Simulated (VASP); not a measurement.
All values below come from PBE GGA with spin-orbit coupling, VASP's PBE PAW potentials (set 64) (plane waves; VASP).

The input files of a VASP run:

File POSCAR:
```
Si2Mo
1
   -1.6032000000     1.6032000000     3.9239000000
    1.6032000000    -1.6032000000     3.9239000000
    1.6032000000     1.6032000000    -3.9239000000
Mo Si
1 2
Direct
  0.0074320000  -0.0038780000  -0.0008230000
  0.3310360000   0.3440200000   0.0033570000
  0.6615320000   0.6598580000  -0.0025350000
```

**INCAR**
```
SYSTEM=Si2Mo
PREC=Accurate; ENCUT=300; LREAL=F
LASPH=T
EDIFF=1E-6; NELM=100; ALGO=Normal
LMAXMIX=4
ISMEAR=-1; SIGMA=0.136
GGA=PE; GGA_COMPAT=F
MAGMOM=9*0.0; LSORBIT=T; LNONCOLLINEAR=T
ISIF=2
LWAVE=F; LCHARG=F; LORBIT=11
```

KPOINTS:
```
K-points
0
gamma
 5 5 7
```

POTCAR, in this order: Mo_sv Si (PBE.64 set). Program: vasp_ncl.

Output of the run:

OSZICAR:
```
       N       E                     dE             d eps       ncg     rms          rms(c)
DAV:   1     0.103182872266E+03    0.10318E+03   -0.86797E+03 11956   0.919E+02
DAV:   2    -0.202852948205E+02   -0.12347E+03   -0.11926E+03 12900   0.286E+02
DAV:   3    -0.241823296007E+02   -0.38970E+01   -0.38275E+01 13398   0.449E+01
DAV:   4    -0.242265377057E+02   -0.44208E-01   -0.44097E-01 13210   0.470E+00
DAV:   5    -0.242269872089E+02   -0.44950E-03   -0.44936E-03 12882   0.433E-01    0.211E+01
DAV:   6    -0.234871539206E+02    0.73983E+00   -0.54923E+00 12106   0.184E+01    0.469E+00
DAV:   7    -0.233624615147E+02    0.12469E+00   -0.79179E-01 11804   0.679E+00    0.446E+00
DAV:   8    -0.233287382076E+02    0.33723E-01   -0.91710E-02 12184   0.263E+00    0.602E-01
DAV:   9    -0.233282392191E+02    0.49899E-03   -0.39309E-03 13322   0.433E-01    0.315E-01
DAV:  10    -0.233280779752E+02    0.16124E-03   -0.22447E-04 12548   0.142E-01    0.167E-01
DAV:  11    -0.233280759064E+02    0.20687E-05   -0.18924E-04 12686   0.131E-01    0.382E-02
DAV:  12    -0.233280669279E+02    0.89785E-05   -0.71480E-05 12180   0.713E-02    0.136E-02
DAV:  13    -0.233280663265E+02    0.60145E-06   -0.54128E-06 10646   0.188E-02
   1 F= -.23328066E+02 E0= -.23318149E+02  d E =-.198343E-01  mag=    -0.0000    -0.0000    -0.0000
```

OUTCAR:
```
------------------------ aborting loop because EDIFF is reached ----------------------------------------
  FORCE on cell =-STRESS in cart. coord.  units (eV):
  Direction    XX          YY          ZZ          XY          YZ          ZX
  --------------------------------------------------------------------------------------
  Total        0.5541112      0.5577438      0.7813031     -0.1130090     -0.0136644      0.0457995
  in kB       22.0066641     22.1509331     31.0296454     -4.4881801     -0.5426834      1.8189398
  external PRESSURE =      25.0624142 kB  Pullay stress =       0.0000000 kB
  volume of cell :       40.34
      direct lattice vectors                 reciprocal lattice vectors
    -1.603200000  1.603200000  3.923900000     0.000000000  0.311876248  0.127424246
     1.603200000 -1.603200000  3.923900000     0.311876248  0.000000000  0.127424246
     1.603200000  1.603200000 -3.923900000     0.311876248  0.311876248  0.000000000
 POSITION                                       TOTAL-FORCE (eV/Angst)
 -----------------------------------------------------------------------------------
      3.18695      0.01681      0.01717         0.282873     -0.250955     -0.304406
      0.02620     -0.01543      2.63568        -0.308081      0.189538     -0.155887
      1.59645      1.60182      1.27105         0.025208      0.061417      0.460293
 -----------------------------------------------------------------------------------
    total drift:                                0.000024     -0.000032     -0.000166
  FREE ENERGIE OF THE ION-ELECTRON SYSTEM (eV)
  ---------------------------------------------------
  free  energy   TOTEN  =       -23.3280663265 eV

  energy  without entropy=      -23.3082320323  energy(sigma->0) =      -23.31814918

 total charge

# of ion       s       p       d       tot
------------------------------------------
    1        2.286   6.208   4.177  12.671
    2        0.745   0.876   0.000   1.620
    3        0.743   0.884   0.000   1.627
--------------------------------------------------
tot          3.774   7.968   4.177  15.918

 magnetization (x)

# of ion       s       p       d       tot
------------------------------------------
    1       -0.000  -0.000   0.000   0.000
    2       -0.000  -0.000   0.000  -0.000
    3       -0.000  -0.000   0.000  -0.000
--------------------------------------------------
tot         -0.000  -0.000   0.000  -0.000

 magnetization (y)

# of ion       s       p       d       tot
------------------------------------------
    1        0.000   0.000  -0.000  -0.000
    2       -0.000  -0.000   0.000  -0.000
    3       -0.000  -0.000   0.000  -0.000
--------------------------------------------------
tot         -0.000  -0.000  -0.000  -0.000

 magnetization (z)

# of ion       s       p       d       tot
------------------------------------------
    1       -0.000  -0.000   0.000   0.000
    2       -0.000  -0.000   0.000  -0.000
    3       -0.000  -0.000   0.000  -0.000
--------------------------------------------------
tot         -0.000  -0.000   0.000  -0.000

 Ion:    1  E_soc:     -0.1952555

 Ion:    2  E_soc:     -0.0005527

 Ion:    3  E_soc:     -0.0005521
```
(Selected blocks of OUTCAR.)

At this cut-off the stress carries a Pulay error, which pulls relaxed volumes low.

The structure was generated: Si2Mo was put into an ordered model structure, which need not be its known phase. The cell was not relaxed at this level, atoms are displaced from their ideal sites. The k-mesh is coarse (spacing up to 0.42 per Å, 2π included), so the numbers may not be converged in it. The run is one of a series of settings (GGA_COMPAT = .FALSE., LNONCOLLINEAR = .TRUE., LSORBIT = .TRUE., MAGMOM = 0.0 0.0 0.0 0.0 0.0 0.0 0.0 0.0 0.0, program vasp_ncl against the base run), some of them coarse on purpose.
